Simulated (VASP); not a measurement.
Wanted: the native input for a VASP 6.6.1 run.

```yaml
Task: single point
Functional: LDA
Potentials_or_basis: VASP PAW LDA potentials, release 64 (Ca_sv, Cu, O)
Cutoff: 520 eV
k_mesh: 8 × 4 × 4
Occupations: gaussian, width 0.02 eV
Spin: no spin polarisation
Dipole_correction: no
Further_INCAR_settings: ALGO = Normal; EDIFF = 1e-06; NBANDS = 61
```

The structure of Ca2CuO3 lies in POSCAR:

```
Ca2CuO3
1.0
    3.2620000000      0.0000000000      0.0000000000
    0.0000000000      7.5160000000      0.0000000000
    1.6310000000      1.8790000000      6.1440000000
Ca Cu O
4 2 6
Direct
    0.6500000000      0.0750000000      0.7000000000
    0.6500000000      0.5750000000      0.7000000000
    0.3500000000      0.4250000000      0.3000000000
    0.3500000000      0.9250000000      0.3000000000
    0.0000000000      0.2500000000      0.0000000000
    0.0000000000      0.7500000000      0.0000000000
    0.8400000000      0.1700000000      0.3200000000
    0.8400000000      0.6700000000      0.3200000000
    0.1600000000      0.3300000000      0.6800000000
    0.1600000000      0.8300000000      0.6800000000
    0.0000000000      0.0000000000      0.0000000000
    0.0000000000      0.5000000000      0.0000000000
```

One way to write it, as run:

INCAR

```
SYSTEM = Ca2CuO3
PREC = Accurate
ENCUT = 520
EDIFF = 1E-6
ISMEAR = 0
SIGMA = 0.02
LREAL = .FALSE.
LASPH = .TRUE.
NELM = 100
ALGO = Normal
ISIF = 2
LWAVE = .FALSE.
LCHARG = .FALSE.
NBANDS = 61
```

KPOINTS

```
regular mesh
0
G
  8 4 4
  0 0 0
```

Potentials or basis: VASP PAW LDA potentials, release 64 (Ca_sv, Cu, O).

Command:

```sh
$ cat potpaw_LDA.64/Ca_sv/POTCAR potpaw_LDA.64/Cu/POTCAR potpaw_LDA.64/O/POTCAR > POTCAR
$ mpirun -np 1 vasp_std > vasp.out
```

It gave:

```
Pressure               : -7.7 GPa
Largest force          : 0.138 eV/Å
Band gap on the k mesh : none (metal or under the smearing width)
```

Caveat: the run has no spin polarisation, though such a crystal can be magnetic; semilocal functionals often make such compounds metallic where correlation or magnetic order opens a gap, which also shifts bond lengths.

Run time: 6.8 min on 1 thread of Intel(R) Xeon(R) 6975P-C (Granite Rapids), on a shared host, peak memory 0.49 GiB.
